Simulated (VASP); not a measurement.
# Band gap of AgCl: cutoff, mesh and cell

Aim: test what besides the functional moves the gap of AgCl. The starting structure is a computed structure from the Materials Project. Cell and atoms stay as given unless a step says otherwise.

Method: Kohn-Sham DFT with plane waves and PAW; LDA, in VASP 6.6.1.

### Step 1. The starting structure

The structure is cubic, space group Fm-3m (No. 225). Conventional cell: a = 5.545 Å, b = 5.545 Å, c = 5.545 Å, α = 90.00°, β = 90.00°, γ = 90.00°. Ag has 6 Cl at 2.77 Å nearest. Nearest to Cl lie 6 Ag at 2.77 Å. Farther neighbours and most contacts between anions are not listed.

### Step 2. Reference bands

Input file INCAR:

```
SYSTEM = AgCl
PREC = Accurate
ENCUT = 350
EDIFF = 1E-06
NELM = 100
ISMEAR = 0
SIGMA = 0.03
LREAL = .FALSE.
ALGO = Normal
GGA = CA
NBANDS = 21
LORBIT = 11
LWAVE = .FALSE.
LCHARG = .FALSE.
KPAR = 4
```

Input file POSCAR:

```
AgCl
1.0
    0.0000000000      2.7726629968      2.7726629968
    2.7726629968      0.0000000000      2.7726629968
    2.7726629968      2.7726629968      0.0000000000
Ag Cl
1 1
Direct
    0.0000000000      0.0000000000      0.0000000000
    0.5000000000      0.5000000000      0.5000000000
```

Input file KPOINTS:

```
Automatic mesh
0
Gamma
6 6 6
0 0 0
```

Input file KPOINTS_OPT:

```
Line mode
10
Line-mode
Reciprocal
  0.00000000   0.00000000   0.00000000 GAMMA
  0.50000000   0.00000000   0.50000000 X

  0.50000000   0.00000000   0.50000000 X
  0.50000000   0.25000000   0.75000000 W

  0.50000000   0.25000000   0.75000000 W
  0.37500000   0.37500000   0.75000000 K

  0.37500000   0.37500000   0.75000000 K
  0.00000000   0.00000000   0.00000000 GAMMA

  0.00000000   0.00000000   0.00000000 GAMMA
  0.50000000   0.50000000   0.50000000 L

  0.50000000   0.50000000   0.50000000 L
  0.62500000   0.25000000   0.62500000 U

  0.62500000   0.25000000   0.62500000 U
  0.50000000   0.25000000   0.75000000 W

  0.50000000   0.25000000   0.75000000 W
  0.50000000   0.50000000   0.50000000 L

  0.50000000   0.50000000   0.50000000 L
  0.37500000   0.37500000   0.75000000 K

  0.62500000   0.25000000   0.62500000 U
  0.50000000   0.00000000   0.50000000 X
```

The projector-augmented-wave data sets are Ag and Cl (LDA family, release 64).

Command:

```console
> mpirun -np 4 vasp_std
```

What it wrote:

```text
[banner, memory and clock lines left out]
running    4 mpi-ranks, on    1 nodes
 distrk:  each k-point on    1 cores,    4 groups
 distr:  one band on    1 cores,    1 groups

 POSCAR found type information on POSCAR AgCl
 POSCAR found :  2 types and       2 ions
 LDA part: xc-table for (Slater(with rela. corr.)+CA(PZ))
 , standard interpolation
 POSCAR, INCAR and KPOINTS ok, starting setup
 FFT: planning ... GRIDC
 FFT: planning ... GRID_SOFT
 FFT: planning ... GRID
 WAVECAR not read
 entering main loop
       N       E                     dE             d eps       ncg     rms          rms(c)
DAV:   1     0.774343765049E+02    0.77434E+02   -0.65570E+03   704   0.554E+02
DAV:   2    -0.408220494943E+01   -0.81517E+02   -0.74466E+02   777   0.159E+02
DAV:   3    -0.685732175451E+01   -0.27751E+01   -0.27607E+01   805   0.292E+01
DAV:   4    -0.687542074251E+01   -0.18099E-01   -0.18097E-01   752   0.256E+00
DAV:   5    -0.687562434714E+01   -0.20360E-03   -0.20360E-03   828   0.263E-01    0.634E+00
DAV:   6    -0.672190907418E+01    0.15372E+00   -0.11771E-01   825   0.500E+00    0.425E+00
DAV:   7    -0.671441762896E+01    0.74914E-02   -0.47361E-02   787   0.112E+00    0.190E+00
DAV:   8    -0.671173851391E+01    0.26791E-02   -0.33860E-03   772   0.432E-01    0.207E-01
DAV:   9    -0.671163890284E+01    0.99611E-04   -0.19857E-04   824   0.183E-01    0.376E-02
DAV:  10    -0.671164559853E+01   -0.66957E-05   -0.17850E-05   782   0.354E-02    0.153E-02
DAV:  11    -0.671164579427E+01   -0.19575E-06   -0.11696E-06   624   0.955E-03
   1 F= -.67116458E+01 E0= -.67116458E+01  d E =-.536547E-20
 Start KPOINTS_OPT (optional k-point list driver)
k-point batch [1-16\100]
       N       E                     dE             ncg
DAV:   1     0.129037552624E+04   -0.50529E+04      712
DAV:   2    -0.644031020338E+02   -0.13548E+04      757
DAV:   3    -0.110619939409E+03   -0.46217E+02      808
DAV:   4    -0.110909479077E+03   -0.28954E+00      813
DAV:   5    -0.110912841327E+03   -0.33623E-02      805
DAV:   6    -0.110912896838E+03   -0.55511E-04      825
DAV:   7    -0.110912897808E+03   -0.97012E-06      707
[...]
k-point batch [97-100\100]
       N       E                     dE             ncg
DAV:   1     0.677929327487E+04   -0.18647E+04      176
DAV:   2     0.645276266566E+04   -0.32653E+03      204
DAV:   3     0.644313576291E+04   -0.96269E+01      216
DAV:   4     0.644307891636E+04   -0.56847E-01      188
DAV:   5     0.644307826518E+04   -0.65118E-03      211
DAV:   6     0.644307825490E+04   -0.10284E-04      214
DAV:   7     0.644307825474E+04   -0.16212E-06      187
```

It took 7.4 s on 4 MPI ranks of Intel Xeon Platinum 8375C at 2.90GHz (Ice Lake), shared host; peak memory 0.49 GiB; 20 s of CPU time.

The logs omit lines about the potential files and the build; timing stands in the text.

From OUTCAR (step 2):

```text
ion  position               nearest neighbor table
   1  0.000  0.000  0.000-   2 2.77   2 2.77   2 2.77   2 2.77   2 2.77   2 2.77
   2  0.500  0.500  0.500-   1 2.77   1 2.77   1 2.77   1 2.77   1 2.77   1 2.77

  LATTYP: Found a face centered cubic cell.
 ALAT       =     5.5453259936

 Subroutine GETGRP returns: Found 48 space group operations
 (whereof 48 operations were pure point group operations)

The static configuration has the point symmetry O_h .

 Found     16 irreducible k-points:

   k-points           NKPTS =     16   k-points in BZ     NKDIM =     16   number of bands    NBANDS=     21

   dimension x,y,z NGX =    24 NGY =   24 NGZ =   24
   dimension x,y,z NGXF=    48 NGYF=   48 NGZF=   48

   ENCUT  =  350.0 eV  25.72 Ry    5.07 a.u.   5.98  5.98  5.98*2*pi/ulx,y,z

   NELECT =      18.0000    total number of electrons

 k-points in reciprocal lattice and weights: Automatic mesh
   0.00000000  0.00000000  0.00000000       0.005
   0.16666667  0.00000000  0.00000000       0.037
   0.33333333  0.00000000  0.00000000       0.037
   0.50000000  0.00000000  0.00000000       0.019
   0.16666667  0.16666667  0.00000000       0.028
   0.33333333  0.16666667  0.00000000       0.111
   0.50000000  0.16666667  0.00000000       0.111
  -0.33333333  0.16666667  0.00000000       0.111
  -0.16666667  0.16666667  0.00000000       0.056
[...]
-0.33333333  0.33333333  0.16666667       0.111
  -0.33333333  0.50000000  0.16666667       0.056

 average (electrostatic) potential at core
       1 -73.6154       2 -95.5976

 E-fermi :   3.7764

 k-point     1 :       0.0000    0.0000    0.0000
  band No.  band energies     occupation
    ...
      5       1.1037      2.00000
      6       1.1037      2.00000
      7       1.2805      2.00000
      8       1.2805      2.00000
      9       1.2805      2.00000
     10       4.2248      0.00000
     11      14.3302      0.00000
     12      14.3302      0.00000
     13      14.3302      0.00000
     14      15.6271      0.00000
    ...

 k-point     2 :       0.1667    0.0000    0.0000
  band No.  band energies     occupation
    ...
      5       1.1589      2.00000
      6       1.1589      2.00000
      7       1.4148      2.00000
      8       2.2708      2.00000
      9       2.2708      2.00000
     10       5.4062      0.00000
     11      12.2685      0.00000
     12      13.5325      0.00000
     13      13.5325      0.00000
     14      15.4351      0.00000
    ...

 k-point     3 :       0.3333    0.0000    0.0000
  band No.  band energies     occupation
    ...
      5       1.3475      2.00000
      6       1.3475      2.00000
      7       1.6320      2.00000
      8       3.1961      2.00000
      9       3.1961      2.00000
     10       7.0427      0.00000
     11      10.3897      0.00000
     12      11.7663      0.00000
     13      11.7663      0.00000
     14      16.0667      0.00000
    ...

  Total       -1.5795496     -1.5795496     -1.5795496      0.0000000     -0.0000000      0.0000000
  in kB      -59.3639247    -59.3639247    -59.3639247      0.0000000     -0.0000000      0.0000000
  external PRESSURE =     -59.3639247 kB  Pullay stress =       0.0000000 kB

  energy-cutoff  :      350.00
  volume of cell :       42.63
      direct lattice vectors                 reciprocal lattice vectors
     0.000000000  2.772662997  2.772662997    -0.180332049  0.180332049  0.180332049
     2.772662997  0.000000000  2.772662997     0.180332049 -0.180332049  0.180332049
     2.772662997  2.772662997  0.000000000     0.180332049  0.180332049 -0.180332049

 POSITION                                       TOTAL-FORCE (eV/Angst)
 -----------------------------------------------------------------------------------
      0.00000      0.00000      0.00000         0.000000      0.000000      0.000000
      2.77266      2.77266      2.77266         0.000000      0.000000      0.000000
 -----------------------------------------------------------------------------------
    total drift:                                0.000000     -0.000000     -0.000000

  FREE ENERGIE OF THE ION-ELECTRON SYSTEM (eV)
  ---------------------------------------------------
  free  energy   TOTEN  =        -6.7116457943 eV

  energy  without entropy=       -6.7116457943  energy(sigma->0) =       -6.71164579

 total charge
# of ion       s       p       d       tot
------------------------------------------
    1        0.212   0.146   9.345   9.703
    2        1.599   3.426   0.000   5.025
--------------------------------------------------
tot          1.811   3.572   9.345  14.728

[... 3 further parts left out ...]
```

Spin-orbit coupling is off here; it would split degenerate levels. At this level the cell is under a tension of 5.9 GPa, so at these settings it is away from equilibrium.

The reference gap is 0.636 eV.

### Step 3. Bands with cell and atoms relaxed by LDA

Against step 2 the input has another starting structure. The cell comes from a relaxation at this level, not shown (38.40 Å³).

INCAR is that of step 2.

Input file POSCAR:

```
AgCl
1.0
    0.0000000000      2.6776845797      2.6776845797
    2.6776845797      0.0000000000      2.6776845797
    2.6776845797      2.6776845797      0.0000000000
Ag Cl
1 1
Direct
    0.0000000000      0.0000000000      0.0000000000
    0.5000000000      0.5000000000      0.5000000000
```

KPOINTS is that of step 2.

KPOINTS_OPT is that of step 2.

Command:

```console
> mpirun -np 4 vasp_std
```

What it wrote:

```text
[... set-up lines as in an earlier step ...]
 entering main loop
       N       E                     dE             d eps       ncg     rms          rms(c)
DAV:   1     0.819707171570E+02    0.81971E+02   -0.64678E+03   720   0.563E+02
DAV:   2    -0.385080220718E+01   -0.85822E+02   -0.78666E+02   775   0.164E+02
DAV:   3    -0.693040664919E+01   -0.30796E+01   -0.30643E+01   823   0.314E+01
DAV:   4    -0.694780782156E+01   -0.17401E-01   -0.17399E-01   785   0.260E+00
[...]
DAV:  10    -0.679183215646E+01   -0.24186E-05   -0.68946E-06   787   0.246E-02    0.171E-02
DAV:  11    -0.679183348740E+01   -0.13309E-05   -0.19906E-06   792   0.917E-03    0.460E-03
DAV:  12    -0.679183346151E+01    0.25888E-07   -0.51319E-08   466   0.138E-03
   1 F= -.67918335E+01 E0= -.67918335E+01  d E =-.915098E-32
 Start KPOINTS_OPT (optional k-point list driver)
k-point batch [1-16\100]
       N       E                     dE             ncg
DAV:   1     0.158389061082E+04   -0.47931E+04      688
DAV:   2     0.199660372351E+03   -0.13842E+04      788
DAV:   3     0.155047505020E+03   -0.44613E+02      825
DAV:   4     0.154787151060E+03   -0.26035E+00      772
DAV:   5     0.154784220455E+03   -0.29306E-02      839
DAV:   6     0.154784175299E+03   -0.45156E-04      786
DAV:   7     0.154784174587E+03   -0.71215E-06      703
[...]
k-point batch [97-100\100]
       N       E                     dE             ncg
DAV:   1     0.720078292352E+04   -0.19704E+04      176
DAV:   2     0.686243565967E+04   -0.33835E+03      198
DAV:   3     0.685192772195E+04   -0.10508E+02      206
DAV:   4     0.685187240313E+04   -0.55319E-01      198
DAV:   5     0.685187181554E+04   -0.58759E-03      206
DAV:   6     0.685187180669E+04   -0.88483E-05      211
DAV:   7     0.685187180656E+04   -0.13749E-06      190
```

Elapsed: 6.6 s, on 4 MPI ranks; peak memory 0.5 GiB; 18 s of CPU time.

OUTCAR, selected parts (step 3):

```text
  Total       -0.1029190     -0.1029190     -0.1029190      0.0000000      0.0000000     -0.0000000
  in kB       -4.2943525     -4.2943525     -4.2943525      0.0000000      0.0000000     -0.0000000
  external PRESSURE =      -4.2943525 kB  Pullay stress =       0.0000000 kB

 POSITION                                       TOTAL-FORCE (eV/Angst)
 -----------------------------------------------------------------------------------
      0.00000      0.00000      0.00000         0.000000     -0.000000     -0.000000
      2.67768      2.67768      2.67768        -0.000000      0.000000      0.000000
 -----------------------------------------------------------------------------------
    total drift:                                0.000000     -0.000000     -0.000000

  FREE ENERGIE OF THE ION-ELECTRON SYSTEM (eV)
  ---------------------------------------------------
  free  energy   TOTEN  =        -6.7918334615 eV

  energy  without entropy=       -6.7918334615  energy(sigma->0) =       -6.79183346

[... 1 part as in an earlier step ...]

[... 2 further parts left out ...]
[key lines of the parts left out:]
E-fermi :   5.2555
```

With cell and atoms relaxed by LDA the gap is 0.649 eV, +0.013 eV from the reference.

### Step 4. Bands with no band path

Against step 2 the input has no band path (also changed: NBANDS).

INCAR: that of step 3 with these lines changed.

```diff
@@ -10,3 +10,3 @@
 GGA = CA
-NBANDS = 21
+NBANDS = 15
 LORBIT = 11
```

Input file POSCAR:

```
AgCl
1.0
    0.0000000000      2.7726629968      2.7726629968
    2.7726629968      0.0000000000      2.7726629968
    2.7726629968      2.7726629968      0.0000000000
Ag Cl
1 1
Direct
    0.0000000000      0.0000000000      0.0000000000
    0.5000000000      0.5000000000      0.5000000000
```

KPOINTS is that of step 3.

Command:

```console
> mpirun -np 4 vasp_std
```

What it wrote:

```text
[... set-up lines as in an earlier step ...]
 entering main loop
       N       E                     dE             d eps       ncg     rms          rms(c)
DAV:   1     0.688742464971E+02    0.68874E+02   -0.68454E+03   528   0.761E+02
DAV:   2    -0.474495375530E+01   -0.73619E+02   -0.68821E+02   599   0.190E+02
DAV:   3    -0.686202806451E+01   -0.21171E+01   -0.21123E+01   564   0.340E+01
DAV:   4    -0.687545666175E+01   -0.13429E-01   -0.13427E-01   627   0.299E+00
[...]
DAV:   9    -0.671163652490E+01    0.98761E-04   -0.25564E-04   634   0.244E-01    0.466E-02
DAV:  10    -0.671164593214E+01   -0.94072E-05   -0.28608E-05   579   0.466E-02    0.166E-02
DAV:  11    -0.671164575690E+01    0.17524E-06   -0.34428E-07   464   0.519E-03
   1 F= -.67116458E+01 E0= -.67116458E+01  d E =-.872054E-21
```

The job ended after 2.6 s (4 MPI ranks; peak memory 0.45 GiB; 4.2 s of CPU time).

Parts of OUTCAR (step 4):

```text
  Total       -1.5818508     -1.5818508     -1.5818508     -0.0000000     -0.0000000      0.0000000
  in kB      -59.4504072    -59.4504072    -59.4504072     -0.0000000     -0.0000000      0.0000000
  external PRESSURE =     -59.4504072 kB  Pullay stress =       0.0000000 kB

  FREE ENERGIE OF THE ION-ELECTRON SYSTEM (eV)
  ---------------------------------------------------
  free  energy   TOTEN  =        -6.7116457569 eV

  energy  without entropy=       -6.7116457569  energy(sigma->0) =       -6.71164576

[... 2 parts as in an earlier step ...]

[... 2 further parts left out ...]
[key lines of the parts left out:]
E-fermi :   3.7807
```

With no band path the gap is 0.637 eV, +0.000 eV from the reference, read on the mesh alone.

### Step 5. Bands with a cutoff of 500 eV

Against step 2 the input has ENCUT = 500.

INCAR: that of step 4 with these lines changed.

```diff
@@ -2,3 +2,3 @@
 PREC = Accurate
-ENCUT = 350
+ENCUT = 500
 EDIFF = 1E-06
@@ -10,3 +10,3 @@
 GGA = CA
-NBANDS = 15
+NBANDS = 21
 LORBIT = 11
```

POSCAR is that of step 4.

KPOINTS is that of step 4.

KPOINTS_OPT is that of step 3.

Command:

```console
> mpirun -np 4 vasp_std
```

What it wrote:

```text
[... set-up lines as in an earlier step ...]
 entering main loop
       N       E                     dE             d eps       ncg     rms          rms(c)
DAV:   1     0.995133988102E+02    0.99513E+02   -0.79164E+03   680   0.743E+02
DAV:   2    -0.265446059419E+01   -0.10217E+03   -0.91679E+02   783   0.186E+02
DAV:   3    -0.684832363807E+01   -0.41939E+01   -0.41683E+01   805   0.379E+01
DAV:   4    -0.687541095396E+01   -0.27087E-01   -0.27084E-01   765   0.338E+00
[...]
DAV:   9    -0.671213128353E+01    0.10026E-03   -0.20367E-04   842   0.188E-01    0.376E-02
DAV:  10    -0.671213794680E+01   -0.66633E-05   -0.18324E-05   787   0.364E-02    0.157E-02
DAV:  11    -0.671213821218E+01   -0.26538E-06   -0.12310E-06   636   0.974E-03
   1 F= -.67121382E+01 E0= -.67121382E+01  d E =-.151675E-20
 Start KPOINTS_OPT (optional k-point list driver)
k-point batch [1-16\100]
       N       E                     dE             ncg
DAV:   1     0.162350059948E+04   -0.54165E+04      672
DAV:   2    -0.479800763635E+02   -0.16715E+04      770
DAV:   3    -0.111147281830E+03   -0.63167E+02      816
DAV:   4    -0.111545468562E+03   -0.39819E+00      793
DAV:   5    -0.111550148040E+03   -0.46795E-02      821
DAV:   6    -0.111550226354E+03   -0.78315E-04      816
DAV:   7    -0.111550227823E+03   -0.14689E-05      768
DAV:   8    -0.111550227885E+03   -0.61823E-07      579
[...]
k-point batch [97-100\100]
       N       E                     dE             ncg
DAV:   1     0.853090761999E+04   -0.23792E+04      168
DAV:   2     0.813531623953E+04   -0.39559E+03      183
DAV:   3     0.812019262454E+04   -0.15124E+02      203
DAV:   4     0.812009561757E+04   -0.97007E-01      211
DAV:   5     0.812009453950E+04   -0.10781E-02      214
DAV:   6     0.812009452223E+04   -0.17271E-04      214
DAV:   7     0.812009452190E+04   -0.32558E-06      206
```

It took 17 s on 4 MPI ranks; peak memory 0.58 GiB.

(Continued in part 2 of 2.)

[Lines on the potential files, build, host, timing and source positions are cut from VASP's logs without a mark.]

[Logs are printed without paths, hosts, clocks, repeated set-up lines and the standing remarks that a program may print on its own settings, such as how far it seeks lower states.]

[Hosts, paths, dates, database ids (printed as entryN), source tags and the programs' standing remarks are cut or masked in the printed files.]
